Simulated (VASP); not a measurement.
A cell of PrMg₃ (space group Fm-3m) near equilibrium:

```xyz
4
Lattice="0.0000 3.7100 3.7100 3.7100 0.0000 3.7100 3.7100 3.7100 0.0000" Properties=species:S:1:pos:R:3 pbc="T T T"
Pr     0.0000     0.0000     0.0000
Mg     3.7100     3.7100     3.7100
Mg     5.5650     5.5650     5.5650
Mg     1.8550     1.8550     1.8550
```

Calculation: r2SCAN meta-GGA, VASP's PBE PAW potentials (set 64) (plane waves; VASP 6.6.1).

The 4f electrons are frozen in the core of the lanthanide potential, so 4f levels, which can set the real gap, and their magnetism are missing.

| run | ΔE (meV/atom) | σxx | σyy | σzz | largest shear component, with its sign (GPa) | largest force (eV/Å) |
|---|---|---|---|---|---|---|
| as it is | 0.0 | 0.07 | 0.07 | 0.07 | 0.00 | 0.000 |
| after one change | 29.5 | 4.42 | 4.42 | 4.42 | 0.00 | 0.000 |
Stress is in GPa, positive when the cell is compressed.

**Question.** What was changed between the two runs?
A) isotropic strain of +2.0 %
B) isotropic strain of -3.0 %
C) isotropic strain of -2.0 %
D) uniaxial strain of +1.5 % along x

**Answer.** B, isotropic strain of -3.0 %

The structure comes from a computed database's PrMg3 entry (Fm-3m); how it stands against other phases isn't given here. The electron count is odd and the run is not spin-polarised, which forces a metal.
